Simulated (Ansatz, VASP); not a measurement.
# Ce3GaBr3 in two plane-wave programs, part 3 of 3

Wanted: the spread between two codes on one cell, functional and k mesh.

VASP 6.6.1 and Ansatz 0.2.0.

So far: Starting point; VASP: relaxation of cell and atoms, PBEsol, DFT+U.

In doubt: warnings of the run leave room for a lower electronic state (step 3), so energies may not be the lowest and differences between runs may mislead; a part-filled 4f shell, where there is one, can sit in one of many states, so energies may not be the lowest and differences between runs may mislead; derivatives with an open 4f shell can jump between states, which bears on forces and vibrations.

## 3. Ansatz: relaxation of cell and atoms, PBEsol, DFT+U

Level of this step: Ansatz beside VASP: Kohn-Sham DFT, plane waves, PBEsol, DFT+U (Ansatz).

Ansatz runs on its default PAW (the set named soft_2) files.

The same cell, functional, mesh and smearing now go to Ansatz, which takes its cutoff from its data sets.

The input, input.yaml:

```yaml
crystal:
  lattice:
    - [6.0043, 0.0, 0.0]
    - [0.0, 6.0043, 0.0]
    - [0.0, 0.0, 6.0043]
  atoms:
    - { symbol: Ce, position: [0.5, 0.0, 0.5], spin: 1.0 }
    - { symbol: Ce, position: [0.0, 0.5, 0.5], spin: 1.0 }
    - { symbol: Ce, position: [0.5, 0.5, 0.0], spin: 1.0 }
    - { symbol: Br, position: [0.0, 0.0, 0.5] }
    - { symbol: Br, position: [0.0, 0.5, 0.0] }
    - { symbol: Br, position: [0.5, 0.0, 0.0] }
    - { symbol: Ga, position: [0.5, 0.5, 0.5] }
hamiltonian:
  xc: pbesol
  pseudopotentials: { kind: paw }
  hubbard: { sites: [{ species: Ce, l: f, u_eff: 8.0 }] }
magnetization:
  spin_polarized: true
kpoints:
  mp_grid: { grid: [3, 3, 3] }
scf:
  occupations: { method: gaussian, width: 0.05 }
relax:
  f_tol: 0.01
  max_steps: 60
  cell: { stress_tol: 0.05 }
output:
  forces: true
  stress: true
  write_density: true
  write_potential: true
  elf: true
  volumetric_format: npy
```

Run with:

```
$ ansatz run input.yaml --threads 4 --pin off --max-ram 9216MiB --backend cpu --events-out ev --progress --plain --runs-dir out
```

Numbers of over 12 decimals in the logs are rounded to 6 here.

The log of the run:

```text
Ce: projections on atomic orbitals take those of the free atom [Kr 4d10] 4f1 5s2 5p6 5d1 6s2, of charge +0.00 (hamiltonian.pseudopotentials.projection_atoms); the dataset's partial waves leave at most 1.4e-5 of an orbital's norm unspanned inside its sphere
Br: projections on atomic orbitals take those of the free atom [Ar 3d10] 4s2 4p5, of charge +0.00 (hamiltonian.pseudopotentials.projection_atoms); the dataset's partial waves leave at most 2.8e-6 of an orbital's norm unspanned inside its sphere
Ga: projections on atomic orbitals take those of the free atom [Ar] 3d10 4s2 4p1, of charge +0.00 (hamiltonian.pseudopotentials.projection_atoms); the dataset's partial waves leave at most 1.1e-6 of an orbital's norm unspanned inside its sphere
band count auto-derived: 62, from the close of a first SCF at 44 (N_el = 70.0; filled up to band 35; 44 by the electrons, moments and atoms)
Engine: ansatz 0.2.0, aarch64-unknown-linux-gnu
Pseudopotentials: kind: paw
Pseudopotential: Ce, paw, valence charge 12, recommended cutoff 420 eV (normal), Ce.paw.azcp
Pseudopotential: Br, paw, valence charge 7, recommended cutoff 420 eV (normal), Br.paw.azcp
Pseudopotential: Ga, paw, valence charge 13, recommended cutoff 420 eV (normal), Ga.paw.azcp
Functional definition: PBEsol
  exchange = pbesol_x
  correlation = pbesol_c
Crystal: 7 atoms, lattice volume = 216.465 Å³
Basis set: ecut = 420 eV, 4169 PW (Γ), exchange–correlation on 90×90×90 points (8 copies of the dense FFT grid, shifted against one another)
Bands: 44, of which v1, the nominal top of the filled ones, is band 35 counted from 1 (34 counted from 0)
Symmetry: 48 space group operations
Space group: Pm-3m (ITA 221), of the structure as read, at distance tolerance 6.0e-5 Å
Magnetic group: BNS 221.92 (UNI 1594), of the structure as read, at distance tolerance 6.0e-5 Å
k-points: 4 of 27
Non-local potential: Ce, projectors of the file, l = 0: 3, l = 1: 2, l = 2: 2, l = 3: 3
Non-local potential: Br, projectors of the file, l = 0: 2, l = 1: 2, l = 2: 2
Non-local potential: Ga, projectors of the file, l = 0: 2, l = 1: 2, l = 2: 3, l = 3: 1
PAW form: soft (Blöchl's): semilocal exchange-correlation on the pseudo side does not see the compensation charge
PAW frozen core: Ce, regenerated for the run's functional, and the local potential with it (the file was generated under x = pbe(κ = 0.804, μ = 0.219515), c = pbe(β = 0.066725))
PAW frozen core: Br, regenerated for the run's functional, and the local potential with it (the file was generated under x = pbe(κ = 0.804, μ = 0.219515), c = pbe(β = 0.066725))
PAW frozen core: Ga, regenerated for the run's functional, and the local potential with it (the file was generated under x = pbe(κ = 0.804, μ = 0.219515), c = pbe(β = 0.066725))
PAW one-centre angular grid: Ce, 590 points (default); XC on 64 Gauss nodes
PAW one-centre angular grid: Br, 110 points (default); XC on 64 Gauss nodes
PAW one-centre angular grid: Ga, 590 points (default); XC on 64 Gauss nodes
Initial density: superposition of atomic densities (chi_scale 0.1, normalization cell, long waves kept (reshape's long-wave potential 0.03 eV rms))
Starting moments: Σ|m| = 3 μB on 3 of 7 sites
Initial wavefunctions: pseudopotential atomic-orbital guess
Functional: x = pbesol(κ = 0.804, μ = 0.123457), c = pbesol(β = 0.046)
SCF iter   1: F=—  HF=-31423.591883 eV  |F-HF|=—  |Δ(HF+E_count)|=         —  Δρ=8.52e-2 (↑8.52e-2 ↓8.21e-2)  dr2=5.37e1  dr2_m=4.50e-1  M=1.339 μB ∫|m|=1.376 μB  β_m=0.30  ethr=3.10e-3  ⟨swp⟩=10.9  Hψ=1782  notcnv=0
preconditioner: auto → Kerker (q_TF=auto, 2.260 Å⁻¹)  [metal: Δε(μ)=0.043 eV  Ē_g=6.951 eV  σ=0.050 eV  W_gap=0.42  n_scr=32 (ndim 8)  ℏωp=15.1 eV  f_vac=0.020  D(μ)=7.65/eV (n_scr^D=56)]
spin=Collinear: Kerker preconditioning applied to the charge; magnetization (m = ρ↑ − ρ↓) channel mixes plain (no charge-response kernel on spin).
SCF iter   2: F=—  HF=-31413.712737 eV  |F-HF|=—  |Δ(HF+E_count)|=    9.88e0  Δρ=5.90e-2 (↑5.88e-2 ↓5.90e-2)  dr2=2.95e1  dr2_m=1.94e-1  M=1.534 μB ∫|m|=1.555 μB  β_m=0.30  ethr=3.10e-3  ⟨swp⟩=5.1  Hψ=887  notcnv=0  defer=16
preconditioner: auto → Resta (q_TF=auto, 2.260 Å⁻¹)  ε∞=4.3  [insulator: Δε(μ)=0.058 eV  Ē_g=9.400 eV  σ=0.050 eV  W_gap=0.51  n_scr=32 (ndim 8)  ℏωp=17.1 eV  f_vac=0.018  D(μ)=5.50/eV (n_scr^D=32)  ε∞_Penn≈4.3]
spin=Collinear: Resta preconditioning applied to the charge; magnetization (m = ρ↑ − ρ↓) channel mixes plain (no charge-response kernel on spin).
SCF iter   3: F=—  HF=-31422.785181 eV  |F-HF|=—  |Δ(HF+E_count)|=    9.07e0  Δρ=3.11e-1 (↑3.11e-1 ↓2.51e-2)  dr2=2.23e2  dr2_m=4.65e1  M=10.000 μB ∫|m|=10.240 μB  β_m=1.00  ethr=3.10e-3  ⟨swp⟩=28.9  Hψ=5633  notcnv=0  defer=15
SCF iter   4: F=—  HF=-31421.166428 eV  |F-HF|=—  |Δ(HF+E_count)|=    1.62e0  Δρ=2.41e-1 (↑2.41e-1 ↓7.12e-2)  dr2=2.02e2  dr2_m=1.86e1  M=10.000 μB ∫|m|=10.645 μB  β_m=1.00  ethr=3.10e-3  ⟨swp⟩=10.4  Hψ=2028  notcnv=0  defer=30
SCF iter   5: F=—  HF=-31422.639056 eV  |F-HF|=—  |Δ(HF+E_count)|=    1.47e0  Δρ=2.70e-1 (↑2.70e-1 ↓6.88e-2)  dr2=2.53e2  dr2_m=2.46e1  M=10.868 μB ∫|m|=12.770 μB  β_m=1.00  ethr=3.10e-3  ⟨swp⟩=10.1  Hψ=1659  notcnv=0  defer=23
[...]
Occupation matrices written to <dir>
--- The result so far, ahead of a search for a lower minimum behind the relaxation; the run's own can be another ---
--- Relaxed structure (6 steps of the walk, 6 accepted, 2 SCFs on fresh bases) ---
  F+E_penalty+E_count = -31413.45945195 eV   max|allowed force component| = 5.424e-29 eV/Å   (the final SCF, on the basis selected at the relaxed cell)
  cell:  # Å, volume = 216.7441 Å³
    - [6.006883, 0.00237935, -0.00237935]
    - [0.00237935, 6.006883, 0.00237935]
    - [-0.00237935, 0.00237935, 6.006883]
  atoms:
    - { symbol: Ce, position: [0.5, -1.0842021724855044e-19, 0.500000] }
    - { symbol: Ce, position: [0.0, 0.5, 0.5] }
    - { symbol: Ce, position: [0.5, 0.5, 0] }
    - { symbol: Br, position: [0, 0, 0.500000] }
    - { symbol: Br, position: [0, 0.500000, 0] }
    - { symbol: Br, position: [0.500000, 0, 0] }
    - { symbol: Ga, position: [0.500000, 0.500000, 0.500000] }
--- Search for a lower minimum behind the relaxation: the rows below count on from the relaxation's ---
iter 1 solved again at ethr=1.43e-7 eV; its pass at ethr=3.10e-3 eV (dr2=9.99e-5 eV) is discarded
SCF iter   1: F=—  HF=-31413.459452 eV  |F-HF|=—  |Δ(HF+E_count)|=         —  Δρ=3.46e-7 (↑3.30e-7 ↓3.46e-7)  dr2=7.32e-10  dr2_m=4.27e-11  M=3.333 μB ∫|m|=3.436 μB  β_m=0.30  ethr=1.43e-7  ⟨swp⟩=4.0  Hψ=5829  notcnv=0
eigensolver tolerance schedule: the retry pair's looser diagonalisation over-reported the residual by 136415.59 of it (diagonalisation noise at an unbounded share of the residual, at the tolerance the schedule requests for it); recorded, not acted on — ethr = c·dr2/N_el stays at c = 1.0e-1
spin=Collinear: Resta preconditioning applied to the charge; magnetization (m = ρ↑ − ρ↓) channel mixes plain (no charge-response kernel on spin).
SCF iter   2: F=-31413.459452 eV  HF=-31413.459452 eV  |F-HF|=2.91e-11  |Δ(HF+E_count)|=   1.91e-7  Δρ=1.01e-7 (↑1.01e-7 ↓8.07e-8)  dr2=5.07e-11  dr2_m=1.55e-12  M=3.333 μB ∫|m|=3.436 μB  ethr=1.05e-12  ⟨swp⟩=6.7  Hψ=2855  notcnv=0
SCF 1 converged in 2 iterations: F = -31413.459452 eV  dr2 = 5.07e-11
WARN: a single-point calculation of the run's input, under the relaxation's own `scf.mixing.negative_modes` where the relaxation goes by `scf.lower_state_search: light` itself or types `scf.max_iter`, was made at the relaxed geometry, from the density of the relaxation's final state, in 2 SCF iterations in all. It converged -0.0 meV from the relaxation's final energy, with moments (1.02, 1.02, 1.02, 0.00, 0.00, 0.00, -0.01 Bohr magnetons, atom by atom), which does not count as lower, and the relaxation's result stands. No further magnetic order was relaxed to its end, and one can end lower (see `relax.adjacent_minimum`). [rest of the remark cut]
SCF converged after 5 iterations
Magnetization: 3.3330 μB (36.6665 up, 33.3335 down)
Absolute magnetization: 3.4015 μB (∫|ρ↑−ρ↓|, with the PAW one-centre terms)
Spin contamination: 0.0039 ħ² per cell (⟨S²⟩ above its minimum at these occupations)
Per-site moments (μB) at R_I (Å): [(1.018142, 1.238920), (1.018142, 1.238920), (1.018142, 1.238920), (-0.00120953, 1.238920), (-0.00120953, 1.238920), (-0.00120953, 1.238920), (-0.011537, 1.238920)]
Free energy (F): -31413.459452 eV
Harris-Foulkes:  -31413.459452 eV  (|F-HF|=2.91e-11)
Internal energy: -31413.454735 eV  (E = F + TS)
E sigma→0 (E₀):  -31413.457093 eV
Entropy (-TS):   -0.004717 eV (-0.674 meV/atom)
Fermi energy:    9.523682 eV
--- Per-component energies (eV) ---
  E_band       = -263.403113
  E_kinetic    = 1622.957476
  E_local      = -4808.472906  (includes V_loc(G=0)·N_el)
  E_nonlocal   = 523.585598
  E_hartree    = 1928.640670
  E_xc         = -1516.368461
  E_vxc        = -1108.396287  (∫ρ·V_xc dr)
  E_hubbard    = 0.536092  (on-site DFT+U / exact-exchange correction)
  E_vhub       = -11.395071  (the Hubbard potential's part of the band-sum identity)
  E_paw        = -24724.654912  (= ΣΔE_a)
  E_vpaw       = -338.963099  (= ΣTr[D̂ρ^β])
  E_aug_tail   = -0.000080  (compensation charges beyond the density's cutoff)
  E_ewald      = -4441.496888
  E_core_change = 1.818675  (= ΣΔE_core)
  E_smearing   = -0.004717  (= −TS)
  E_closure    = -0.000000  (closes the sum)
  Σ components = -31413.459452   (vs F -31413.459452, Δ=0.00e0)
--- Forces (eV/Å), atoms counted from 1 ---
  atom   1  Ce     0.00000000     0.00000000     0.00000000
  atom   2  Ce    -0.00000000     0.00000000     0.00000000
  atom   3  Ce     0.00000000    -0.00000000    -0.00000000
  atom   4  Br    -0.00000000     0.00000000     0.00000000
  atom   5  Br    -0.00000000     0.00000000     0.00000000
  atom   6  Br    -0.00000000    -0.00000000     0.00000000
  atom   7  Ga    -0.00000000    -0.00000000    -0.00000000
  max |Σ_I F_I| component: 9.15e-29 eV/Å
--- Stress (GPa, compression-positive) ---
       -0.018773       0.000691      -0.000691
        0.000691      -0.018773       0.000691
       -0.000691       0.000691      -0.018773
  P = ⅓ Tr σ = -0.0188 GPa (-0.188 kbar)
--- Band table (eV; the first three rows and the last of 12) ---
  k-point 0 ↑: bands = [... 31 lower, 5.1375, 5.1375, 8.0801, 8.0933, 8.0933, 10.1223, 10.1223, 10.1549, ... 23 higher]
  k-point 1 ↑: bands = [... 31 lower, 4.9063, 5.0820, 8.2986, 8.3860, 8.5690, 8.5745, 9.6851, 10.0927, ... 23 higher]
  k-point 2 ↑: bands = [... 31 lower, 4.8863, 5.0059, 7.9786, 8.0249, 8.1144, 9.3966, 10.1122, 10.4453, ... 23 higher]
  k-point 5 ↓: bands = [... 31 lower, 7.8478, 7.8478, 10.4881, 10.4881, 10.7739, 11.2866, 11.5055, 11.5055, ... 23 higher]
--- Relaxed structure (6 steps of the walk, 6 accepted, 2 SCFs on fresh bases) ---
  F+E_penalty+E_count = -31413.45945195 eV   max|allowed force component| = 5.424e-29 eV/Å   (the final SCF, on the basis selected at the relaxed cell)
  cell:  # Å, volume = 216.7441 Å³
    - [6.006883, 0.00237935, -0.00237935]
    - [0.00237935, 6.006883, 0.00237935]
    - [-0.00237935, 0.00237935, 6.006883]
  atoms:
    - { symbol: Ce, position: [0.5, -1.0842021724855044e-19, 0.500000] }
    - { symbol: Ce, position: [0.0, 0.5, 0.5] }
    - { symbol: Ce, position: [0.5, 0.5, 0] }
    - { symbol: Br, position: [0, 0, 0.500000] }
    - { symbol: Br, position: [0, 0.500000, 0] }
    - { symbol: Br, position: [0.500000, 0, 0] }
    - { symbol: Ga, position: [0.500000, 0.500000, 0.500000] }
```

It took 4 min on 4 threads of Arm Neoverse V2, shared host; peak memory 1.1 GiB.

## 4. Differences

Known differences besides the PAW data sets themselves: U acts on the PAW sphere in VASP and on atomic orbitals in Ansatz, so only states and trends compare; both relaxations stop at a tolerance, which leaves soft axes loose, and VASP keeps its plane-wave basis; the data sets hold 70 valence electrons in Ansatz (default PAW (the set named soft_2) files) and 60 in VASP; the cutoff is 420 eV in Ansatz and 360 eV in VASP; Ansatz makes its cores anew for this functional, VASP keeps those of its PBE data sets; Ansatz adds a Pulay correction to the stress that steers its cell, VASP none; site moments are counted in spheres of each program's own size. Total energies have different zeros and are not compared.

The two programs side by side:

| quantity | Ansatz | VASP | difference |
| --- | --- | --- | --- |
| volume (Å³) | 216.74 | 212.25 | +2.12 % |
| edge a after relaxation, in the typed setting (Å) | 6.007 | 5.965 | +0.70 % |
| total moment (μB) | 3.33 | 2.84 | +0.50 |
| moment on Ce1 (μB) | 1.02 | 0.92 | +0.10 |
| moment on Ce2 (μB) | 1.02 | 0.92 | +0.10 |
| moment on Ce3 (μB) | 1.02 | 0.92 | +0.10 |

By their total or site moments the two runs ended in different magnetic states; the other differences may follow from that, so they don't measure the programs' precision. The walks stopped with -0.02 GPa left in Ansatz and -0.05 GPa in VASP; each walk ends within a tolerance, so the volume difference is uncertain by about these residues over the bulk modulus, most in soft cells.

A further Ansatz single point at VASP's end cell gives 1.09 GPa where VASP has -0.05 GPa.

## 5. Further runs

The difference is large enough to ask for its cause, so further runs change the set-up of one program at a time, as the table lists.

| run | difference in total moment (μB) |
| --- | --- |
| as above | 0.50 |
| a start from the moments at which VASP ended, with Ansatz's search for lower states switched off | 0.72 |

## 6. Outcome

```yaml
difference_in_total_moment_relaxation_of_cell_and_atoms_pbesol_dft_u: 0.50 μB
```

The difference in total moment is 0.50 μB (relaxation of cell and atoms, PBEsol, DFT+U). The runs ended with unlike moments, so this pair says little about numerical agreement. A pressure difference of 1.14 GPa at VASP's end cell goes with 2.1 % of volume. For relaxation of cell and atoms, PBEsol, DFT+U: no further run halves the difference in total moment; only Ansatz's side was varied. In Ansatz the state reached from VASP's moments (total 3.56 μB) lies 800 meV/atom above the first one. How closely two codes agree says nothing of how well the functional describes the real material.

[Lines on the potential files, build, host, timing and source positions are cut from VASP's logs without a mark.]

[Logs are printed without paths, hosts, clocks, repeated set-up lines and the standing remarks that a program may print on its own settings, such as how far it seeks lower states.]

[Hosts, paths, dates, database ids (printed as entryN), source tags and the programs' standing remarks are cut or masked in the printed files.]
